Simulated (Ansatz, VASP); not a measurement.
# Al2O3 in two plane-wave programs, part 2 of 2

One calculation is typed for both programs; each brings its own data sets. How far apart do they land? Of the first pair: The structure shown is frame 165 of Ansatz's trajectory.

VASP 6.6.1 and Ansatz 0.2.0.

So far. Step 3 (VASP: single point, PBEsol, pair 1): The run ends at a pressure of 2.92 GPa, with forces up to 7.8 eV/Å.

### Step 6. VASP: single point, PBEsol, pair 2

Level of this step: PBEsol; plane waves and PAW (Al, O) (VASP).

The same cell, functional, mesh and smearing now go to VASP, with its own data sets.

INCAR

```
SYSTEM = Al2O3
PREC = Accurate
ENCUT = 520
EDIFF = 1E-06
NELM = 120
ISMEAR = -1
SIGMA = 0.1
LREAL = Auto
ALGO = Normal
GGA = PS
NBANDS = 108
LORBIT = 11
LWAVE = .FALSE.
LCHARG = .FALSE.
ISIF = 2
LASPH = .TRUE.
GGA_COMPAT = .FALSE.
EFERMI = MIDGAP
```

POSCAR

```
Al2O3
1.0
    7.2578599433      0.0000000000      0.0000000000
    0.0000000000      7.2578599433      0.0000000000
    0.0000000000      0.0000000000      7.2578599433
Al O
14 21
Direct
    0.6074221650      0.3368634858      0.4350243770
    0.2770623869      0.9854588068      0.6617374870
    0.9814701577      0.8417123019      0.9986778550
    0.7120576920      0.1004126569      0.1707631464
    0.8964102436      0.5408904320      0.7741441753
    0.7790172371      0.5172494412      0.1382801553
    0.0653950343      0.2440270292      0.8791262231
    0.4094036015      0.8255518909      0.1103056557
    0.2713483059      0.5125289037      0.2225572018
    0.0581869867      0.3202609334      0.4605746082
    0.5968908237      0.7189641355      0.8109885071
    0.9864765922      0.7994962765      0.4300147736
    0.6188357222      0.8173931498      0.4749269105
    0.4924925567      0.3139922812      0.8526239206
    0.7809762167      0.6856533522      0.9897062021
    0.0380886380      0.0217780449      0.5393970166
    0.8258398546      0.8178132461      0.3011160338
    0.9276519519      0.0757358314      0.0262073120
    0.1056994770      0.7945450847      0.7945194651
    0.9874325213      0.3398281338      0.6809337792
    0.4266139088      0.5924029995      0.9891228346
    0.4453504236      0.8315678516      0.6530488377
    0.7997124559      0.7560154154      0.6099281379
    0.6300541807      0.5634685750      0.3903986881
    0.8102805849      0.2661132917      0.3889920751
    0.9667035460      0.4281493476      0.0192201284
    0.5078581054      0.9559560331      0.3090018294
    0.4603839184      0.2148567225      0.5876750217
    0.0662466628      0.5353272218      0.3877356441
    0.2320677187      0.2973241447      0.2771101972
    0.5887443452      0.2828686439      0.0868578348
    0.1585383307      0.8136004340      0.2027169181
    0.2946114994      0.1644538486      0.9125672023
    0.5684930589      0.9401309826      0.9574589476
    0.6594560983      0.4762746907      0.7450028028
```

KPOINTS

```
Automatic mesh
0
Gamma
1 1 1
0 0 0
```

Potentials, in the order of the species: Al and O (PBE family, release 64).

Run with:

```bash
$ mpirun -np 4 vasp_gam
```

Numbers of over 12 decimals in the logs are rounded to 6 here.

What it wrote:

```text
[banner, memory and clock lines left out]
running    4 mpi-ranks, on    1 nodes
[...]
[... a notice as in an earlier step ...]

 LDA part: xc-table for (Slater+PW92), standard interpolation
 POSCAR, INCAR and KPOINTS ok, starting setup
[...]
entering main loop
       N       E                     dE             d eps       ncg     rms          rms(c)
DAV:   1     0.139211932051E+04    0.13921E+04   -0.98692E+04   216   0.154E+03
DAV:   2    -0.169426821473E+03   -0.15615E+04   -0.15112E+04   276   0.353E+02
DAV:   3    -0.284383753470E+03   -0.11496E+03   -0.11405E+03   248   0.103E+02
DAV:   4    -0.286398607685E+03   -0.20149E+01   -0.20072E+01   256   0.148E+01
[...]
DAV:  16    -0.249539348020E+03   -0.23634E-05   -0.68658E-06   256   0.123E-02    0.470E-03
DAV:  17    -0.249539349340E+03   -0.13195E-05   -0.42679E-06   200   0.776E-03    0.358E-03
DAV:  18    -0.249539349545E+03   -0.20482E-06   -0.85630E-07   168   0.415E-03
   1 F= -.24953935E+03 E0= -.24953867E+03  d E =-.135406E-02
```

OUTCAR, selected parts (step 6):

```text
  Total        1.2526633      3.4474630     -3.8658666    -25.1176219    -11.8274120     15.7063491
  in kB        5.2495151     14.4472255    -16.2006224   -105.2599965    -49.5649368     65.8203335
  external PRESSURE =       1.1653727 kB  Pullay stress =       0.0000000 kB

 POSITION                                       TOTAL-FORCE (eV/Angst)
 -----------------------------------------------------------------------------------
      4.40859      2.44491      3.15735        -5.065003     -0.020624      3.287370
      2.01088      7.15232      4.80280        -2.859064      2.126968      0.694368
      7.12337      6.10903      7.24826         1.046448      0.591788      1.301762
      5.16802      0.72878      1.23938         0.954776     -3.840988     -0.621750
      6.50602      3.92571      5.61863        -0.068666      2.668468      0.384127
      5.65400      3.75412      1.00362        -1.397730     -2.910184      4.798488
      0.47463      1.77111      6.38057        -0.600322     -2.354674      4.675826
      2.97139      5.99174      0.80058        -0.322744      3.107454      0.039921
      1.96941      3.71986      1.61529        -1.835957      1.906445     -1.175044
      0.42231      2.32441      3.34279        -0.223538     -5.406551     -2.926342
      4.33215      5.21814      5.88604        -0.292940      1.492485      1.792799
      7.15971      5.80263      3.12099         7.847915     -0.844024      5.767013
      4.49142      5.93252      3.44695        -0.058142     -0.682612     -3.487953
      3.57444      2.27891      6.18823         0.144177     -1.201601     -0.271497
[...]
-----------------------------------------------------------------------------------
    total drift:                               -0.019078     -0.015700     -0.017964

  FREE ENERGIE OF THE ION-ELECTRON SYSTEM (eV)
  ---------------------------------------------------
  free  energy   TOTEN  =      -249.5393495446 eV

  energy  without entropy=     -249.5379954862  energy(sigma->0) =     -249.53867252

[... 2 parts as in an earlier step ...]

[... 1 further part left out ...]
[key lines of the parts left out:]
E-fermi :   5.3175
```

The run ends at a pressure of 0.12 GPa, with forces up to 11 eV/Å.

### Step 7. Side by side

Forces on 8 of the 35 atoms, those with the largest forces and the largest differences (eV/Å; atoms numbered as in POSCAR):

| atom | Ansatz x, y, z | VASP x, y, z |
| --- | --- | --- |
| Al1 | -4.979, -0.012, 3.284 | -5.065, -0.021, 3.287 |
| Al6 | -1.360, -2.884, 4.742 | -1.398, -2.910, 4.798 |
| Al9 | -1.889, 1.817, -1.109 | -1.836, 1.906, -1.175 |
| Al10 | -0.162, -5.315, -2.963 | -0.224, -5.407, -2.926 |
| Al12 | 7.658, -0.786, 5.647 | 7.848, -0.844, 5.767 |
| O17 | -7.337, 2.630, -7.523 | -7.488, 2.682, -7.675 |
| O25 | 3.197, -2.616, -3.341 | 3.278, -2.669, -3.374 |
| O29 | -0.343, 6.378, 0.282 | -0.352, 6.437, 0.279 |

The forces differ by 47 meV/Å r.m.s., which is 1.9 % of the r.m.s. force of 2.507 eV/Å (both taken over all components).

### Step 8. Ansatz: dynamics, PBEsol

One frame of this run of dynamics is then solved in both programs, so the motion causes no difference.

The structure compared here is frame 495 of Ansatz's trajectory.

input.yaml

```yaml
crystal:
  lattice:
    - [7.2578599433, 0.0, 0.0]
    - [0.0, 7.2578599433, 0.0]
    - [0.0, 0.0, 7.2578599433]
  atoms:
    - { symbol: Al, position: [0.60216759, 0.34548586, 0.43541375] }
    - { symbol: Al, position: [0.35324559, 0.99420808, 0.58698212] }
    - { symbol: Al, position: [-0.03610555, 0.86938658, 0.83340861] }
    - { symbol: Al, position: [0.76953483, 0.02795163, 0.1656633] }
    - { symbol: Al, position: [0.92842243, 0.50716024, 0.69369374] }
    - { symbol: Al, position: [0.83358125, 0.41658327, 0.14409647] }
    - { symbol: Al, position: [0.12564089, 0.20047397, 0.93790788] }
    - { symbol: Al, position: [0.3426561, 0.95202099, 0.18720325] }
    - { symbol: Al, position: [0.32367764, 0.50449003, 0.17175958] }
    - { symbol: Al, position: [0.29323244, 0.50731304, 0.64665053] }
    - { symbol: Al, position: [0.60423886, 0.70014054, 0.81567308] }
    - { symbol: Al, position: [0.01966186, 0.85595865, 0.45702301] }
    - { symbol: Al, position: [0.66087966, 0.75919555, 0.42552419] }
    - { symbol: Al, position: [0.5544899, 0.15476711, 0.87730558] }
    - { symbol: O, position: [0.85158698, 0.64034, 0.88837234] }
    - { symbol: O, position: [0.20642696, -0.00073383, 0.39226701] }
    - { symbol: O, position: [0.86095007, 0.80802441, 0.28257792] }
    - { symbol: O, position: [-0.01736476, 1.01837691, 0.02700989] }
    - { symbol: O, position: [0.1740987, -0.01566605, 0.7548524] }
    - { symbol: O, position: [0.10615002, 0.35074513, 0.74039525] }
    - { symbol: O, position: [0.42914854, 0.52442194, 0.85775918] }
    - { symbol: O, position: [0.47341972, 0.7744794, 0.60301494] }
    - { symbol: O, position: [0.83311858, 0.88607979, 0.62007011] }
    - { symbol: O, position: [0.62020183, 0.53082424, 0.23615832] }
    - { symbol: O, position: [0.79124357, 0.22726851, 0.31974852] }
    - { symbol: O, position: [0.08985527, 0.39397826, 0.10928442] }
    - { symbol: O, position: [0.55666354, 0.96302602, 0.30405822] }
    - { symbol: O, position: [0.50851684, 0.18024983, 0.63917436] }
    - { symbol: O, position: [0.09805563, 0.65262268, 0.58454931] }
    - { symbol: O, position: [0.35925397, 0.42044446, 0.41971573] }
    - { symbol: O, position: [0.73869006, 0.26086588, -0.01885129] }
    - { symbol: O, position: [0.27059368, 0.73153961, 0.15087312] }
    - { symbol: O, position: [0.35441246, 0.15432827, 0.03147043] }
    - { symbol: O, position: [0.62510754, 0.920143, -0.06003119] }
    - { symbol: O, position: [0.71432778, 0.52361991, 0.57874732] }
kpoints:
  mp_grid: { grid: [1, 1, 1] }
scf:
  occupations: { method: fermi_dirac, width: 0.1 }
  n_extra_bands: 23
hamiltonian:
  xc: pbesol
  pseudopotentials: { kind: paw, azcp: { folder: soft_1 }, xc_functional: pbe }
output:
  forces: true
basis:
  ecutwfc: 320
md:
  timestep: 1.5
  n_steps: 495
  ensemble: nvt_langevin
  temperature: 3500
  seed: 1
```

Run with:

```bash
$ ansatz run input.yaml --threads 8 --pin off --max-ram 23552MiB --backend cpu --events-out ev --progress --plain --runs-dir out
```

What it wrote:

```text
[...]
Crystal: 35 atoms, lattice volume = 382.319 Å³
Basis set: ecut = 320 eV, 4945 PW (Γ), exchange–correlation on 90×90×90 points (8 copies of the dense FFT grid, shifted against one another)
Bands: 107, of which v1, the nominal top of the filled ones, is band 84 counted from 1 (83 counted from 0)
Symmetry: 1 space group operations
k-points: 1
[...]
SCF iter   1: F=—  HF=-19176.442355 eV  |F-HF|=—  |Δ(HF+E_count)|=         —  Δρ=1.10e-1  dr2=5.10e1  ethr=3.10e-3  ⟨swp⟩=6.0  Hψ=442  notcnv=0  defer=1
[...]
md step    65: t =    97.50 fs  T =  2453.5 K  F+E_penalty+E_count = -19151.30337459 eV  E_kin = 11.099924 eV  (8 SCF iters)
[...]
md step    66: t =    99.00 fs  T =  2407.8 K  F+E_penalty+E_count = -19150.98631592 eV  E_kin = 10.893094 eV  (8 SCF iters)
[...]
md step    69: t =   103.50 fs  T =  2355.5 K  F+E_penalty+E_count = -19149.82776829 eV  E_kin = 10.656485 eV  (8 SCF iters)
[...]
md step    70: t =   105.00 fs  T =  2302.1 K  F+E_penalty+E_count = -19149.34555297 eV  E_kin = 10.415084 eV  (9 SCF iters)
[...]
```

### Step 9. VASP: single point, PBEsol, pair 3

The same cell, functional, mesh and smearing now go to VASP, with its own data sets.

INCAR is that of step 6.

POSCAR

```
Al2O3
1.0
    7.2578599433      0.0000000000      0.0000000000
    0.0000000000      7.2578599433      0.0000000000
    0.0000000000      0.0000000000      7.2578599433
Al O
14 21
Direct
    0.3955294016      0.5013790606      0.6055006619
    0.3060746580      0.1005310191      0.7556289378
    0.8784192576      0.8611108576      0.0312315281
    0.6179011492      0.0961400475      0.2223017546
    0.9062751350      0.6226708748      0.6546633632
    0.6692806196      0.5150861313      0.2914531303
    0.0359400708      0.2935366646      0.0339385244
    0.2522914488      0.0168095083      0.1604158814
    0.2005632530      0.6424338629      0.1875747136
    0.0829630228      0.3364512431      0.4938712001
    0.4946153588      0.7802773881      0.8766739851
    0.9299670972      0.9746609958      0.4423411343
    0.5090390320      0.8462473853      0.4240955356
    0.4964643887      0.3306764003      0.9238294831
    0.7993193648      0.7079513851      0.8784491641
    0.1040167496      0.1047948026      0.6505125529
    0.6984957053      0.8620575554      0.1820004809
    0.8426948151      0.1225379194      0.1500976884
    0.0743494645      0.0107205155      0.9987295231
    0.0860339005      0.5263369685      0.8055260153
    0.3275083866      0.7305413774      0.0410701032
    0.4328007187      0.8704038173      0.6478570869
    0.7424415795      0.8984502389      0.5563963801
    0.5438851164      0.6359086612      0.4264551843
    0.8340144405      0.4447352285      0.5149205178
    0.9849775277      0.5577320356      0.1447987435
    0.4019756544      0.0647927985      0.3255449979
    0.4531466611      0.2725277169      0.6136544429
    0.2267596802      0.5183846243      0.4576194672
    0.1258800813      0.2676955763      0.2687220496
    0.5834944506      0.3403197388      0.1591521480
    0.1261670805      0.8478978718      0.3101117985
    0.2619849398      0.2961539651      0.9093845837
    0.4868820875      0.0421212395      0.9912639538
    0.5065337481      0.5304868143      0.7841767469
```

KPOINTS is that of step 6.

Run with:

```bash
$ mpirun -np 4 vasp_gam
```

What it wrote:

```text
[... set-up lines as in an earlier step ...]
 entering main loop
       N       E                     dE             d eps       ncg     rms          rms(c)
DAV:   1     0.143683679541E+04    0.14368E+04   -0.97963E+04   216   0.153E+03
DAV:   2    -0.148658697525E+03   -0.15855E+04   -0.15134E+04   268   0.357E+02
DAV:   3    -0.280591323236E+03   -0.13193E+03   -0.13067E+03   248   0.110E+02
DAV:   4    -0.283183163506E+03   -0.25918E+01   -0.25780E+01   248   0.167E+01
[...]
DAV:  17    -0.243000318859E+03   -0.27297E-05   -0.74106E-06   256   0.118E-02    0.435E-03
DAV:  18    -0.243000320108E+03   -0.12499E-05   -0.38896E-06   232   0.742E-03    0.280E-03
DAV:  19    -0.243000320638E+03   -0.52957E-06   -0.10586E-06   168   0.364E-03
   1 F= -.24300032E+03 E0= -.24296485E+03  d E =-.709472E-01
```

Parts of OUTCAR (step 9):

```text
  Total       26.2011863     16.6279061      4.3264371     11.9517310      7.9512096     11.2452219
  in kB      109.8008716     69.6822872     18.1307273     50.0859187     33.3210007     47.1251628
  external PRESSURE =      65.8712953 kB  Pullay stress =       0.0000000 kB

 POSITION                                       TOTAL-FORCE (eV/Angst)
 -----------------------------------------------------------------------------------
      2.87070      3.63894      4.39464        -1.396819     -0.654687     -4.097566
      2.22145      0.72964      5.48425         2.514833     -0.406449     -1.170472
      6.37544      6.24982      0.22667         2.424539      1.071117      0.888003
      4.48464      0.69777      1.61344        -0.220197      1.300220     -3.215378
      6.57762      4.51926      4.75146        -0.210204      0.523488      4.517714
      4.85754      3.73842      2.11533         5.879800     -1.647050     -0.938421
      0.26085      2.13045      0.24632         0.234708      0.901540      1.130528
      1.83110      0.12200      1.16428        -2.199151      0.126485     -1.230821
      1.45566      4.66269      1.36139        -5.208410     -3.412200      6.370306
      0.60213      2.44192      3.58445        -1.056099     -1.264770      0.820014
      3.58985      5.66314      6.36278         2.145744     -0.457957     -1.226088
      6.74957      7.07395      3.21045         3.972113      0.635958     -1.102387
      3.69453      6.14194      3.07803         0.203252      7.424997      1.679123
      3.60327      2.40000      6.70502        -0.027755      0.014182     -0.422888
[...]
-----------------------------------------------------------------------------------
    total drift:                               -0.010490      0.001885      0.008359

  FREE ENERGIE OF THE ION-ELECTRON SYSTEM (eV)
  ---------------------------------------------------
  free  energy   TOTEN  =      -243.0003206380 eV

  energy  without entropy=     -242.9293734159  energy(sigma->0) =     -242.96484703

[... 2 parts as in an earlier step ...]

[... 1 further part left out ...]
[key lines of the parts left out:]
E-fermi :   5.5252
```

The run ends at a pressure of 6.59 GPa, with forces up to 10 eV/Å.

### Step 10. Side by side

Forces on 8 of the 35 atoms, those with the largest forces and the largest differences (eV/Å; atoms numbered as in POSCAR):

| atom | Ansatz x, y, z | VASP x, y, z |
| --- | --- | --- |
| Al6 | 5.817, -1.610, -0.914 | 5.880, -1.647, -0.938 |
| Al9 | -5.195, -3.331, 6.221 | -5.208, -3.412, 6.370 |
| Al13 | 0.223, 7.302, 1.675 | 0.203, 7.425, 1.679 |
| O16 | -4.815, 0.901, -4.952 | -4.865, 0.863, -5.021 |
| O21 | 4.217, 2.358, -2.605 | 4.300, 2.407, -2.710 |
| O24 | -1.838, -5.345, 1.191 | -1.877, -5.485, 1.195 |
| O29 | -1.650, 2.691, -2.694 | -1.784, 2.752, -2.844 |
| O35 | 4.230, 3.951, 8.100 | 4.343, 3.965, 8.284 |

The forces differ by 53 meV/Å r.m.s., which is 2.0 % of the r.m.s. force of 2.583 eV/Å (both taken over all components).

### Step 11. Summary of results

| Quantity | Value |
| --- | --- |
| r.m.s. force difference (single point, PBEsol, pair 1) | 1.9 % of the r.m.s. force |
| r.m.s. force difference (single point, PBEsol, pair 2) | 1.9 % of the r.m.s. force |
| r.m.s. force difference (single point, PBEsol, pair 3) | 2.0 % of the r.m.s. force |

**Reading.** The r.m.s. force difference is 2.0 % of the r.m.s. force (single point, PBEsol, pair 3), within the 3 % picked in this series as the mark of a large difference. 6 further runs of this series are not shown here. How closely two codes agree says nothing of how well the functional describes the real material.

[Lines on the potential files, build, host, timing and source positions are cut from VASP's logs without a mark.]

[Logs are printed without paths, hosts, clocks, repeated set-up lines and the standing remarks that a program may print on its own settings, such as how far it seeks lower states.]

[Hosts, paths, dates, database ids (printed as entryN), source tags and the programs' standing remarks are cut or masked in the printed files.]
